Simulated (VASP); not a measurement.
```
IrZr
1.0
    3.26835     0.00000     0.00000
    0.00000     3.26835     0.00000
    0.00000     0.00000     3.26835
Zr Ir
1 1
Direct
  0.50000   0.50000   0.50000
  0.00000   0.00000   0.00000
```

Level of theory: PBEsol GGA, VASP's PBE PAW potentials (set 64) (plane waves; VASP 6.6.1). Settings: 400 eV cut-off, Gaussian smearing of 0.050 eV, potentials Zr_sv Ir.

Q: Give the energies of bands 5 to 13 at the high-symmetry points, in eV from the Fermi level.

A: 
```csv
band,Γ,X,M,R
5,-8.40,-5.19,-6.24,-3.65
6,-5.65,-4.15,-5.49,-3.65
7,-5.65,-3.96,-3.99,-3.65
8,-2.49,-2.60,-3.99,-2.58
9,-2.49,-2.60,-0.68,-2.58
10,-2.49,-1.77,-0.44,-2.58
11,1.37,-1.47,0.73,-0.60
12,1.37,-0.10,0.73,-0.60
13,4.49,0.55,2.05,2.92
```

It has no gap at this level: it comes out as a metal or semimetal.

The structure comes from a computed database's ZrIr entry (Pm-3m); how it stands against other phases isn't given here. It was relaxed first. The electron count is odd and the run is not spin-polarised, which forces a metal.
